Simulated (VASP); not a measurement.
An input for Quantum ESPRESSO's pw.x (written as the equivalent of a VASP run, and not itself run):

```
&CONTROL
  calculation = 'scf'
  pseudo_dir = './pseudo'
  outdir = './out'
  tprnfor = .true.
  tstress = .true.
/
&SYSTEM
  ibrav = 0
  nat = 2
  ntyp = 1
  ecutwfc = 72
  occupations = 'smearing'
  smearing = 'methfessel-paxton'
  degauss = 0.003675
  input_dft = 'pbe'
/
&ELECTRONS
  conv_thr = 7.3e-08
  electron_maxstep = 100
/
ATOMIC_SPECIES
  Sn 118.710 Sn.upf
CELL_PARAMETERS angstrom
    -2.9401400    2.9401400    1.5993000
     2.9401400   -2.9401400    1.5993000
     2.9401400    2.9401400   -1.5993000
ATOMIC_POSITIONS crystal
  Sn   0.7500000  0.2500000  0.5000000
  Sn   0.0000000  0.0000000  0.0000000
K_POINTS automatic
  9 9 9 0 0 0
```

Translate this input to VASP (INCAR, KPOINTS, POSCAR, choice of POTCAR).

Several could match; the one computed here: 
**POSCAR**
```
Sn
4.4549530
 -0.6599710480   0.6599710480   0.3589936864
  0.6599710480  -0.6599710480   0.3589936864
  0.6599710480   0.6599710480  -0.3589936864
Sn
2
Cartesian
 -0.0000000000   0.6599710480   0.1794968432
  0.0000000000   0.0000000000   0.0000000000
```

File KPOINTS:
```
Regular mesh
0
gamma
9 9 9
0 0 0
```

**INCAR**
```
! general
SYSTEM  = Sn
PREC    = Accurate
ENCUT   = 300
LREAL   = .FALSE.
LASPH   = .TRUE.

! electronic loop
EDIFF   = 1E-6
NELM    = 100
ALGO    = Normal
LMAXMIX = 4

! smearing
ISMEAR  = 1
SIGMA   = 0.05

! functional
GGA     = PE

! ions
ISIF    = 2

! output
LWAVE   = .FALSE.
LCHARG  = .FALSE.
```

POTCAR, in this order: Sn_d (PBE.64 set). Program: vasp_std.

Limits of the translation: the potentials are each code's own (VASP's PAW set, PseudoDojo norm-conserving files in pw.x), so ENCUT and ecutwfc are chosen apart and not converted; conv_thr bounds pw.x's estimated SCF error, while EDIFF bounds the energy change between steps.

The structure comes from a computed database's Sn entry; how it stands against other phases isn't given here. The cell was not relaxed at this level. The run is one of a series of settings (KPOINTS 9×9×9 Γ-centred mesh against the base run), some of them coarse on purpose.
